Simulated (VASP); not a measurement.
Given:

```xyz
6
Lattice="4.3664 0.0000 0.0000 0.0000 4.3664 0.0000 0.0000 0.0000 2.7798" Properties=species:S:1:pos:R:3 pbc="T T T"
Si     0.0000     0.0000     0.0000
Si     2.1832     2.1832     1.3899
O      1.3439     1.3439     0.0000
O      3.5270     0.8393     1.3899
O      0.8393     3.5270     1.3899
O      3.0225     3.0225     0.0000
```

These are vdW-DF2, VASP's PBE PAW potentials (set 64) (plane waves; VASP) values and carry that method's errors. Run with 520 eV cut-off, 5×5×8 Γ-centred mesh, Gaussian smearing of 0.050 eV, potentials Si O.

Q: The ions and cell shape at fixed volume are relaxed. Which structure does the run end with?

A: 
```xyz
6
Lattice="4.3990 0.0000 0.0000 0.0000 4.3990 0.0000 0.0000 0.0000 2.7387" Properties=species:S:1:pos:R:3 pbc="T T T"
Si     0.0000     0.0000     0.0000
Si     2.1995     2.1995     1.3694
O      1.3710     1.3710     0.0000
O      3.5705     0.8285     1.3694
O      0.8285     3.5705     1.3694
O      3.0280     3.0280     0.0000
```
Space group P4_2/mnm (136), at a tolerance of 0.03 Å.

Q: How much energy does the relaxation gain?

A: The energy (σ→0) changes by -4.5 meV/atom, in 5 ionic steps.

The compound is SiO2 in the rutile structure, stishovite, a high-pressure form. This cell is one point of a volume scan, at 1.06 of the reference volume. Symmetry was kept, so distortions that lower it aren't found.
